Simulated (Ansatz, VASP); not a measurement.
# One calculation of BaC2, two programs

INCAR

```
ALGO     = Normal         # electronic algorithm
EDIFF    = 1E-7           # SCF threshold, eV
ENCUT    = 520            # plane-wave cutoff, eV
GGA      = CA             # functional
ISIF     = 2              # what is computed and relaxed
ISMEAR   = 0              # smearing method
LASPH    = True           # aspherical terms in the spheres
LCHARG   = True           # write CHGCAR
LELF     = True           # ELF
LREAL    = False          # projectors in reciprocal space
LVHAR    = True         
LWAVE    = False          # write WAVECAR
NBANDS   = 16             # bands
NELM     = 100            # most SCF steps
PREC     = Accurate       # precision mode
SIGMA    = 0.1            # smearing width, eV
```

File KPOINTS:

```
k-points
0
Gamma
  6 6 6
```

POSCAR

```
BaC2
1.0
   -2.2035210000      2.2035210000      3.6344930000
    2.2035210000     -2.2035210000      3.6344930000
    2.2035210000      2.2035210000     -3.6344930000
Ba C
1 2
Direct
    0.0000000000      0.0000000000      0.0000000000
    0.5870080000      0.5870080000      0.0000000000
    0.4129920000      0.4129920000      0.0000000000
```

Input for Ansatz:

```yaml
crystal:
  lattice:
    - [-2.203521, 2.203521, 3.634493]
    - [2.203521, -2.203521, 3.634493]
    - [2.203521, 2.203521, -3.634493]
  atoms:
    - { symbol: Ba, position: [0.0, 0.0, 0.0] }
    - { symbol: C, position: [0.587008, 0.587008, 0.0] }
    - { symbol: C, position: [0.412992, 0.412992, 0.0] }
basis:
  ecutwfc: 420
kpoints:
  mp_grid: { grid: [6, 6, 6] }
hamiltonian:
  xc: lda
scf:
  occupations: { method: gaussian, width: 0.1 }
output:
  forces: true
  stress: true
  eigenvalues: true
```

The cell comes from a database or a generator and needn't be the stable form of this composition.

Alike in both runs: task single point; functional LDA; k mesh 6 × 6 × 6; occupations gaussian, width 0.1 eV; no spin polarisation.

|  | VASP | Ansatz |
| --- | --- | --- |
| version | VASP 6.6.1 | Ansatz 0.2.0 |
| potentials or method | VASP PAW LDA potentials, release 64 (Ba_sv, C) | scalar-relativistic, plane waves, PAW |
| plane-wave cutoff (eV) | 520 | 420 |
| valence electrons in the cell | 18 | 18 |

Ansatz gave:

| Item | Value |
| --- | --- |
| gap on the k mesh at the Fermi level (eV) | 1.50 |
| least direct gap on the mesh (eV) | 2.20 |
| pressure (GPa) | -4.2 |
| largest component of the traceless stress (GPa) | 1.30 |
| rms of the force components (eV/Å) | 0.280 |

Question: Estimate VASP's values.

Answer: gap on the k mesh at the Fermi level (eV): 1.45; least direct gap on the mesh (eV): 2.17; pressure (GPa): -3.6; largest component of the traceless stress (GPa): 1.01; rms of the force components (eV/Å): 0.253.

Atom by atom the forces differ by 0.027 eV/Å (rms over components).

Caveats: spin-orbit coupling is left out, which moves the levels of the heavy elements. A k mesh can miss the band edges.
